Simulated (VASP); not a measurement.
Level of theory: PBE GGA, VASP's PBE PAW potentials (set 64) (plane waves; VASP 6.6.1).

The input files of a VASP run:

**KPOINTS**
```
K-points
0
gamma
 1 1 1
```

File POSCAR:
```
Zn32Se31
1
   11.4825331920     0.0000000000     0.0000000000
    0.0000000000    11.4825331920     0.0000000000
   -0.0000000000    -0.0000000000    11.4825331920
Zn Se
32 31
Direct
  0.5000000000   0.0000000000   0.0000000000
  0.7500000000   0.2500000000   0.0000000000
  0.7500000000   0.0000000000   0.2500000000
  0.0000000000   0.0000000000   0.0000000000
  0.2500000000   0.2500000000   0.0000000000
  0.5000000000   0.5000000000   0.0000000000
  0.7500000000   0.7500000000   0.0000000000
  0.2500000000   0.0000000000   0.2500000000
  0.4978580000   0.2462030000   0.2537670000
  0.7504110000   0.5041210000   0.2535040000
  0.5000000000   0.0000000000   0.5000000000
  0.7539310000   0.2542560000   0.4982490000
  0.7500000000   0.0000000000   0.7500000000
  0.0000000000   0.5000000000   0.0000000000
  0.2500000000   0.7500000000   0.0000000000
  0.0000000000   0.2500000000   0.2500000000
  0.2500000000   0.5000000000   0.2500000000
  0.5000000000   0.7500000000   0.2500000000
  0.0000000000   0.0000000000   0.5000000000
  0.2500000000   0.2500000000   0.5000000000
  0.5010700000   0.5041300000   0.5014600000
  0.7500000000   0.7500000000   0.5000000000
  0.2500000000   0.0000000000   0.7500000000
  0.5000000000   0.2500000000   0.7500000000
  0.7500000000   0.5000000000   0.7500000000
  0.0000000000   0.7500000000   0.2500000000
  0.0000000000   0.5000000000   0.5000000000
  0.2500000000   0.7500000000   0.5000000000
  0.0000000000   0.2500000000   0.7500000000
  0.2500000000   0.5000000000   0.7500000000
  0.5000000000   0.7500000000   0.7500000000
  0.0000000000   0.7500000000   0.7500000000
  0.6250000000   0.1250000000   0.1250000000
  0.8750000000   0.3750000000   0.1250000000
  0.8750000000   0.1250000000   0.3750000000
  0.1250000000   0.1250000000   0.1250000000
  0.3750000000   0.3750000000   0.1250000000
  0.6250000000   0.6250000000   0.1250000000
  0.8750000000   0.8750000000   0.1250000000
  0.3750000000   0.1250000000   0.3750000000
  0.8750000000   0.6250000000   0.3750000000
  0.6250000000   0.1250000000   0.6250000000
  0.8750000000   0.3750000000   0.6250000000
  0.8750000000   0.1250000000   0.8750000000
  0.1250000000   0.6250000000   0.1250000000
  0.3750000000   0.8750000000   0.1250000000
  0.1250000000   0.3750000000   0.3750000000
  0.3750000000   0.6250000000   0.3750000000
  0.6250000000   0.8750000000   0.3750000000
  0.1250000000   0.1250000000   0.6250000000
  0.3750000000   0.3750000000   0.6250000000
  0.6250000000   0.6250000000   0.6250000000
  0.8750000000   0.8750000000   0.6250000000
  0.3750000000   0.1250000000   0.8750000000
  0.6250000000   0.3750000000   0.8750000000
  0.8750000000   0.6250000000   0.8750000000
  0.1250000000   0.8750000000   0.3750000000
  0.1250000000   0.6250000000   0.6250000000
  0.3750000000   0.8750000000   0.6250000000
  0.1250000000   0.3750000000   0.8750000000
  0.3750000000   0.6250000000   0.8750000000
  0.6250000000   0.8750000000   0.8750000000
  0.1250000000   0.8750000000   0.8750000000
```

### INCAR
```
SYSTEM = Zn32Se31
PREC = Normal
ENCUT = 400
EDIFF = 1E-5
NELM = 100
ALGO = Fast
LREAL = Auto
LASPH = .TRUE.
ISMEAR = 0
SIGMA = 0.05
GGA = PE
LMAXMIX = 4
LWAVE = .FALSE.
LCHARG = .FALSE.
NELMIN = 4
ISYM = 0
NELECT = 572.0
IBRION = 2
ISIF = 2
NSW = 60
EDIFFG = -0.03
```

POTCAR, in this order: Zn Se (PBE.64 set). Program: vasp_gam.

Output of the run:

### OUTCAR
```
 ion  position               nearest neighbor table
   1  0.500  0.000  0.000-  33 2.49  46 2.49  54 2.49  62 2.49
   2  0.750  0.250  0.000-  33 2.49  34 2.49  44 2.49  55 2.49
   3  0.750  0.000  0.250-  33 2.49  35 2.49  39 2.49  49 2.49
   4  0.000  0.000  0.000-  36 2.49  39 2.49  44 2.49  63 2.49
   5  0.250  0.250  0.000-  36 2.49  37 2.49  54 2.49  60 2.49
   6  0.500  0.500  0.000-  37 2.49  38 2.49  55 2.49  61 2.49
   7  0.750  0.750  0.000-  38 2.49  39 2.49  56 2.49  62 2.49
   8  0.250  0.000  0.250-  36 2.49  40 2.49  46 2.49  57 2.49
   9  0.498  0.246  0.254-  40 2.42  33 2.50  37 2.52
  10  0.750  0.504  0.254-  41 2.43  38 2.49  34 2.53
  11  0.500  0.000  0.500-  40 2.49  42 2.49  49 2.49  59 2.49
  12  0.754  0.254  0.498-  43 2.44  35 2.48  42 2.55
  13  0.750  0.000  0.750-  42 2.49  44 2.49  53 2.49  62 2.49
  14  0.000  0.500  0.000-  34 2.49  45 2.49  56 2.49  60 2.49
  15  0.250  0.750  0.000-  45 2.49  46 2.49  61 2.49  63 2.49
  16  0.000  0.250  0.250-  34 2.49  35 2.49  36 2.49  47 2.49
  17  0.250  0.500  0.250-  37 2.49  45 2.49  47 2.49  48 2.49
  18  0.500  0.750  0.250-  38 2.49  46 2.49  48 2.49  49 2.49
  19  0.000  0.000  0.500-  35 2.49  50 2.49  53 2.49  57 2.49
  20  0.250  0.250  0.500-  40 2.49  47 2.49  50 2.49  51 2.49
  21  0.501  0.504  0.501-  52 2.44  48 2.48  51 2.51
  22  0.750  0.750  0.500-  41 2.49  49 2.49  52 2.49  53 2.49
  23  0.250  0.000  0.750-  50 2.49  54 2.49  59 2.49  63 2.49
  24  0.500  0.250  0.750-  42 2.49  51 2.49  54 2.49  55 2.49
...
```

OSZICAR:
```
...
RMM:   5    -0.179350542552E+03   -0.82648E-06   -0.44044E-05   521   0.125E-02
  48 F= -.17935054E+03 E0= -.17935054E+03  d E =-.154060E-01
       N       E                     dE             d eps       ncg     rms          rms(c)
DAV:   1    -0.179351674209E+03   -0.11325E-02   -0.11626E+01   700   0.495E+00    0.486E-01
RMM:   2    -0.179359178519E+03   -0.75043E-02   -0.79488E-02   686   0.503E-01    0.157E-01
RMM:   3    -0.179360040675E+03   -0.86216E-03   -0.95613E-03   688   0.180E-01    0.118E-01
RMM:   4    -0.179360117705E+03   -0.77030E-04   -0.14116E-03   700   0.812E-02    0.976E-02
RMM:   5    -0.179360107172E+03    0.10532E-04   -0.37810E-04   686   0.393E-02    0.224E-02
RMM:   6    -0.179360116959E+03   -0.97862E-05   -0.73806E-05   538   0.155E-02
  49 F= -.17936012E+03 E0= -.17936012E+03  d E =-.957441E-02
       N       E                     dE             d eps       ncg     rms          rms(c)
DAV:   1    -0.179360200176E+03   -0.93003E-04   -0.14047E+00   732   0.173E+00    0.171E-01
RMM:   2    -0.179361066805E+03   -0.86663E-03   -0.92234E-03   686   0.172E-01    0.594E-02
RMM:   3    -0.179361174306E+03   -0.10750E-03   -0.11836E-03   688   0.641E-02    0.434E-02
RMM:   4    -0.179361185447E+03   -0.11141E-04   -0.19376E-04   699   0.292E-02    0.386E-02
RMM:   5    -0.179361184382E+03    0.10642E-05   -0.54153E-05   522   0.140E-02
  50 F= -.17936118E+03 E0= -.17936118E+03  d E =-.106418E-01
       N       E                     dE             d eps       ncg     rms          rms(c)
DAV:   1    -0.179364175711E+03   -0.29903E-02   -0.64069E+00   708   0.364E+00    0.315E-01
RMM:   2    -0.179367479486E+03   -0.33038E-02   -0.35782E-02   686   0.346E-01    0.109E-01
RMM:   3    -0.179367872697E+03   -0.39321E-03   -0.45588E-03   686   0.126E-01    0.839E-02
RMM:   4    -0.179367908460E+03   -0.35764E-04   -0.71650E-04   702   0.571E-02    0.718E-02
RMM:   5    -0.179367901973E+03    0.64875E-05   -0.20938E-04   681   0.267E-02    0.148E-02
RMM:   6    -0.179367905149E+03   -0.31757E-05   -0.34593E-05   470   0.108E-02
  51 F= -.17936791E+03 E0= -.17936791E+03  d E =-.672077E-02
       N       E                     dE             d eps       ncg     rms          rms(c)
DAV:   1    -0.179367199425E+03    0.70255E-03   -0.52105E+00   724   0.329E+00    0.288E-01
RMM:   2    -0.179369885866E+03   -0.26864E-02   -0.29202E-02   686   0.315E-01    0.102E-01
RMM:   3    -0.179370208297E+03   -0.32243E-03   -0.37941E-03   686   0.115E-01    0.769E-02
RMM:   4    -0.179370240505E+03   -0.32208E-04   -0.61825E-04   706   0.525E-02    0.674E-02
RMM:   5    -0.179370235341E+03    0.51638E-05   -0.18233E-04   662   0.245E-02    0.138E-02
RMM:   6    -0.179370237487E+03   -0.21454E-05   -0.28757E-05   458   0.101E-02
  52 F= -.17937024E+03 E0= -.17937024E+03  d E =-.905310E-02
       N       E                     dE             d eps       ncg     rms          rms(c)
DAV:   1    -0.179370888285E+03   -0.65294E-03   -0.80573E+00   700   0.407E+00    0.325E-01
RMM:   2    -0.179374755579E+03   -0.38673E-02   -0.40494E-02   686   0.370E-01    0.114E-01
RMM:   3    -0.179375222600E+03   -0.46702E-03   -0.53198E-03   689   0.136E-01    0.886E-02
RMM:   4    -0.179375271612E+03   -0.49012E-04   -0.79020E-04   702   0.593E-02    0.790E-02
RMM:   5    -0.179375269305E+03    0.23074E-05   -0.25782E-04   684   0.291E-02    0.168E-02
RMM:   6    -0.179375272442E+03   -0.31370E-05   -0.41593E-05   489   0.129E-02
  53 F= -.17937527E+03 E0= -.17937527E+03  d E =-.503495E-02
       N       E                     dE             d eps       ncg     rms          rms(c)
DAV:   1    -0.179375212082E+03    0.57222E-04   -0.23918E+00   724   0.221E+00    0.182E-01
RMM:   2    -0.179376326802E+03   -0.11147E-02   -0.11749E-02   686   0.197E-01    0.637E-02
RMM:   3    -0.179376472522E+03   -0.14572E-03   -0.16077E-03   689   0.744E-02    0.482E-02
RMM:   4    -0.179376488933E+03   -0.16411E-04   -0.24936E-04   703   0.330E-02    0.428E-02
RMM:   5    -0.179376489884E+03   -0.95177E-06   -0.78164E-05   543   0.159E-02
  54 F= -.17937649E+03 E0= -.17937649E+03  d E =-.625240E-02
       N       E                     dE             d eps       ncg     rms          rms(c)
DAV:   1    -0.179377642729E+03   -0.11538E-02   -0.41754E+00   700   0.308E+00    0.255E-01
RMM:   2    -0.179379729960E+03   -0.20872E-02   -0.22349E-02   686   0.280E-01    0.856E-02
RMM:   3    -0.179379989320E+03   -0.25936E-03   -0.30226E-03   690   0.104E-01    0.653E-02
RMM:   4    -0.179380017167E+03   -0.27847E-04   -0.46993E-04   704   0.460E-02    0.584E-02
RMM:   5    -0.179380015074E+03    0.20929E-05   -0.14476E-04   626   0.224E-02    0.126E-02
RMM:   6    -0.179380016599E+03   -0.15245E-05   -0.22312E-05   439   0.968E-03
  55 F= -.17938002E+03 E0= -.17938002E+03  d E =-.352671E-02
       N       E                     dE             d eps       ncg     rms          rms(c)
DAV:   1    -0.179380223884E+03   -0.20881E-03   -0.59260E-01   732   0.116E+00    0.999E-02
RMM:   2    -0.179380520910E+03   -0.29703E-03   -0.32115E-03   686   0.106E-01    0.333E-02
RMM:   3    -0.179380560693E+03   -0.39783E-04   -0.44232E-04   690   0.396E-02    0.248E-02
RMM:   4    -0.179380565367E+03   -0.46739E-05   -0.71293E-05   572   0.178E-02
  56 F= -.17938057E+03 E0= -.17938057E+03  d E =-.407548E-02
       N       E                     dE             d eps       ncg     rms          rms(c)
DAV:   1    -0.179380627735E+03   -0.67042E-04   -0.11680E-01   732   0.515E-01    0.429E-02
RMM:   2    -0.179380681307E+03   -0.53572E-04   -0.58594E-04   686   0.462E-02    0.159E-02
RMM:   3    -0.179380689294E+03   -0.79870E-05   -0.84643E-05   583   0.172E-02    0.116E-02
RMM:   4    -0.179380690349E+03   -0.10551E-05   -0.14368E-05   411   0.859E-03
  57 F= -.17938069E+03 E0= -.17938069E+03  d E =-.420046E-02
       N       E                     dE             d eps       ncg     rms          rms(c)
DAV:   1    -0.179380513055E+03    0.17624E-03   -0.47477E+00   700   0.329E+00    0.257E-01
RMM:   2    -0.179382777399E+03   -0.22643E-02   -0.23666E-02   686   0.291E-01    0.893E-02
RMM:   3    -0.179383058189E+03   -0.28079E-03   -0.31431E-03   689   0.107E-01    0.682E-02
RMM:   4    -0.179383088531E+03   -0.30342E-04   -0.49189E-04   701   0.479E-02    0.603E-02
RMM:   5    -0.179383086976E+03    0.15549E-05   -0.14740E-04   641   0.230E-02    0.120E-02
RMM:   6    -0.179383089381E+03   -0.24051E-05   -0.22719E-05   444   0.954E-03
  58 F= -.17938309E+03 E0= -.17938309E+03  d E =-.239903E-02
       N       E                     dE             d eps       ncg     rms          rms(c)
DAV:   1    -0.179383131140E+03   -0.44163E-04   -0.31612E-01   732   0.850E-01    0.702E-02
RMM:   2    -0.179383283596E+03   -0.15246E-03   -0.16115E-03   686   0.759E-02    0.248E-02
RMM:   3    -0.179383304737E+03   -0.21142E-04   -0.22324E-04   682   0.284E-02    0.179E-02
RMM:   4    -0.179383307302E+03   -0.25648E-05   -0.36225E-05   455   0.131E-02
  59 F= -.17938331E+03 E0= -.17938331E+03  d E =-.261695E-02
       N       E                     dE             d eps       ncg     rms          rms(c)
DAV:   1    -0.179383324032E+03   -0.19295E-04   -0.35758E+00   693   0.278E+00    0.216E-01
RMM:   2    -0.179384971962E+03   -0.16479E-02   -0.17283E-02   686   0.244E-01    0.757E-02
RMM:   3    -0.179385178687E+03   -0.20672E-03   -0.22797E-03   688   0.895E-02    0.584E-02
RMM:   4    -0.179385199390E+03   -0.20703E-04   -0.36113E-04   703   0.401E-02    0.518E-02
RMM:   5    -0.179385197443E+03    0.19464E-05   -0.11498E-04   587   0.193E-02    0.104E-02
RMM:   6    -0.179385198958E+03   -0.15141E-05   -0.16293E-05   419   0.796E-03
  60 F= -.17938520E+03 E0= -.17938520E+03  d E =-.189166E-02
```

### OUTCAR
```
------------------------ aborting loop because EDIFF is reached ----------------------------------------
  FORCE on cell =-STRESS in cart. coord.  units (eV):
  Direction    XX          YY          ZZ          XY          YZ          ZX
  --------------------------------------------------------------------------------------
  Total       20.7754485     18.5935759     18.6007603     -0.0870372      2.9638102     -0.1509005
  in kB       21.9860829     19.6770675     19.6846705     -0.0921091      3.1365184     -0.1596938
  external PRESSURE =      20.4492736 kB  Pullay stress =       0.0000000 kB
  volume of cell :     1513.96
      direct lattice vectors                 reciprocal lattice vectors
    11.482533192  0.000000000  0.000000000     0.087088797  0.000000000  0.000000000
     0.000000000 11.482533192  0.000000000     0.000000000  0.087088797  0.000000000
     0.000000000  0.000000000 11.482533192     0.000000000  0.000000000  0.087088797
  FREE ENERGIE OF THE ION-ELECTRON SYSTEM (eV)
  ---------------------------------------------------
  free  energy   TOTEN  =      -179.3851989575 eV

  energy  without entropy=     -179.3851989575  energy(sigma->0) =     -179.38519896
```
(Selected blocks of OUTCAR.)

CONTCAR:
```
Zn32Se31
   1.00000000000000
    11.4825331920000000    0.0000000000000000    0.0000000000000000
     0.0000000000000000   11.4825331920000000    0.0000000000000000
     0.0000000000000000    0.0000000000000000   11.4825331920000000
  Zn              Se
    32    31
Direct
     0.5009661805324959    0.9984149031857147    0.9985472440971533
     0.7542627288304641    0.2541434320438880    0.0001412501835852
     0.7541038057162929    0.0002100334074128    0.2539460346560525
     0.9997109302470787    0.9995076777800871    0.9993436038674761
     0.2503649384754006    0.2494777291867032    0.9976869350989439
     0.5077629099277703    0.5029501268053843    0.0031647327486926
     0.7489039864222800    0.7423487973766659    0.0077099311502134
     0.2504044026378305    0.9976408942484877    0.2496078186188770
     0.4779113300979678    0.2241202324457487    0.2251759685883352
     0.7396585237805428    0.4552730675989234    0.2945468100858775
     0.5080605025516474    0.0029757856511439    0.5046996465090766
     0.7383824244484272    0.2961525497639537    0.4528366611688152
     0.7488232668062736    0.0077380870121976    0.7423550511720798
     0.9981136360444079    0.5001397401160055    0.0025310921492163
     0.2508153654614388    0.7502759985921401    0.0001047810680020
     0.0001909656579446    0.2475241023504253    0.2477499024765435
     0.2473402921875069    0.4987480100946147    0.2513326357320807
     0.5077893815919833    0.7472911750577714    0.2470591804939062
     0.9975803479459846    0.0030400836429762    0.4998119239999336
     0.2473031976386235    0.2516623610548063    0.4987003862109470
     0.4751263782205302    0.5269721509752027    0.5271405436628899
     0.7534483907904186    0.7500493098236035    0.4960996097885308
     0.2506071155553967    0.0003695471156734    0.7502782908455601
     0.5080357627028240    0.2464273796441341    0.7473183727525259
     0.7535641833434756    0.4959727496936736    0.7498066181623070
     0.9975974733048263    0.7470630124202032    0.2497786304991149
     0.0000224004100800    0.5020508377317403    0.5021850953401942
     0.2500969943185176    0.7529402218847390    0.5009165370779372
     0.9968602777760650    0.2500823416400939    0.7461219450344223
     0.2500540785961791    0.5010150661658915    0.7528476051908851
     0.5009432019418985    0.7525730742201198    0.7529904060395636
     0.9995018362407698    0.7505193907232125    0.7504256398642600
     0.6299776726146973    0.1230247422130708    0.1229919972337100
     0.8741804804001845    0.3761223374781767    0.1295475206045392
     0.8734869760202150    0.1299825071067101    0.3760102278690544
     0.1274873980365637    0.1236694235209023    0.1237714119954951
     0.3750776458041306    0.3768362830445258    0.1239630776568185
     0.6340719834326356    0.6103301993287058    0.1398246595736816
     0.8747892316303730    0.8745327946751301    0.1254559907293633
     0.3751274697164244    0.1231832745996068    0.3779004452917023
     0.8736339225850011    0.6205749854299668    0.3742310343917330
     0.6346706081582961    0.1400872893210370    0.6103873126488614
     0.8729797412733830    0.3740362816302589    0.6196785866878324
     0.8747251099372040    0.1255735808271866    0.8743369551717912
     0.1255187697750480    0.6250119508468888    0.1249948099138638
     0.3779768485955752    0.8732925890106557    0.1256916482577270
     0.1238031383837685    0.3750398491341979    0.3749095788043624
     0.3743873269769194    0.6272084461547839    0.3727052550795775
     0.6258994086523676    0.8753819166604099    0.3751192552486597
     0.1253849061600507    0.1251067535108765    0.6248343503363971
     0.3744865467379051    0.3725454690979559    0.6275447995924793
     0.6290711652118816    0.6276858961504727    0.6276365513098252
     0.8746173055503863    0.8756364964600729    0.6245566565010428
     0.3780012611500734    0.1255649085435533    0.8734272320458804
     0.6260695857096082    0.3749234082738502    0.8751567730440905
     0.8746127254863270    0.6245374645479129    0.8755146769702163
     0.1231865256538375    0.8750729061529533    0.3749855428973806
     0.1271074561173155    0.6263054339362816    0.6261967739036759
     0.3776765283494131    0.8769412047893883    0.6250623293082576
     0.1231711840259359    0.3748476066305260    0.8748039869202621
     0.3779269110044906    0.6245738080197318    0.8772829141084164
     0.6294143332014096    0.8753958883563734    0.8755512424704842
     0.1254426234452371    0.8750144350945003    0.8749455190988269
```

**stdout**
```
...
DAV:   1    -0.179380223884E+03   -0.20881E-03   -0.59260E-01   732   0.116E+00    0.999E-02
RMM:   2    -0.179380520910E+03   -0.29703E-03   -0.32115E-03   686   0.106E-01    0.333E-02
RMM:   3    -0.179380560693E+03   -0.39783E-04   -0.44232E-04   690   0.396E-02    0.248E-02
RMM:   4    -0.179380565367E+03   -0.46739E-05   -0.71293E-05   572   0.178E-02
  56 F= -.17938057E+03 E0= -.17938057E+03  d E =-.407548E-02
 ZBRENT: extrapolating
 bond charge predicted
       N       E                     dE             d eps       ncg     rms          rms(c)
DAV:   1    -0.179380627735E+03   -0.67042E-04   -0.11680E-01   732   0.515E-01    0.429E-02
RMM:   2    -0.179380681307E+03   -0.53572E-04   -0.58594E-04   686   0.462E-02    0.159E-02
RMM:   3    -0.179380689294E+03   -0.79870E-05   -0.84643E-05   583   0.172E-02    0.116E-02
RMM:   4    -0.179380690349E+03   -0.10551E-05   -0.14368E-05   411   0.859E-03
  57 F= -.17938069E+03 E0= -.17938069E+03  d E =-.420046E-02
 bond charge predicted
       N       E                     dE             d eps       ncg     rms          rms(c)
DAV:   1    -0.179380513055E+03    0.17624E-03   -0.47477E+00   700   0.329E+00    0.257E-01
RMM:   2    -0.179382777399E+03   -0.22643E-02   -0.23666E-02   686   0.291E-01    0.893E-02
RMM:   3    -0.179383058189E+03   -0.28079E-03   -0.31431E-03   689   0.107E-01    0.682E-02
RMM:   4    -0.179383088531E+03   -0.30342E-04   -0.49189E-04   701   0.479E-02    0.603E-02
RMM:   5    -0.179383086976E+03    0.15549E-05   -0.14740E-04   641   0.230E-02    0.120E-02
RMM:   6    -0.179383089381E+03   -0.24051E-05   -0.22719E-05   444   0.954E-03
  58 F= -.17938309E+03 E0= -.17938309E+03  d E =-.239903E-02
 trial-energy change:   -0.002399  1 .order   -0.002261   -0.003577   -0.000946
 bond charge predicted
       N       E                     dE             d eps       ncg     rms          rms(c)
DAV:   1    -0.179383131140E+03   -0.44163E-04   -0.31612E-01   732   0.850E-01    0.702E-02
RMM:   2    -0.179383283596E+03   -0.15246E-03   -0.16115E-03   686   0.759E-02    0.248E-02
RMM:   3    -0.179383304737E+03   -0.21142E-04   -0.22324E-04   682   0.284E-02    0.179E-02
RMM:   4    -0.179383307302E+03   -0.25648E-05   -0.36225E-05   455   0.131E-02
  59 F= -.17938331E+03 E0= -.17938331E+03  d E =-.261695E-02
 bond charge predicted
       N       E                     dE             d eps       ncg     rms          rms(c)
DAV:   1    -0.179383324032E+03   -0.19295E-04   -0.35758E+00   693   0.278E+00    0.216E-01
RMM:   2    -0.179384971962E+03   -0.16479E-02   -0.17283E-02   686   0.244E-01    0.757E-02
RMM:   3    -0.179385178687E+03   -0.20672E-03   -0.22797E-03   688   0.895E-02    0.584E-02
RMM:   4    -0.179385199390E+03   -0.20703E-04   -0.36113E-04   703   0.401E-02    0.518E-02
RMM:   5    -0.179385197443E+03    0.19464E-05   -0.11498E-04   587   0.193E-02    0.104E-02
RMM:   6    -0.179385198958E+03   -0.15141E-05   -0.16293E-05   419   0.796E-03
  60 F= -.17938520E+03 E0= -.17938520E+03  d E =-.189166E-02
 trial-energy change:   -0.001892  1 .order   -0.001760   -0.002550   -0.000970
```

Convergence was not reached.

The run did not end as a converged relaxation. The cell is charged, with a uniform compensating background. The supercell is sampled at Γ alone, which is coarse: total energies, pressure and levels can be off, energies of defects by several tenths of an eV.

The cell is a supercell with a defect, built from ZnSe (zinc blende): vac_Se, charge -2. The run is not spin-polarised, so no state with unpaired spins was tried.
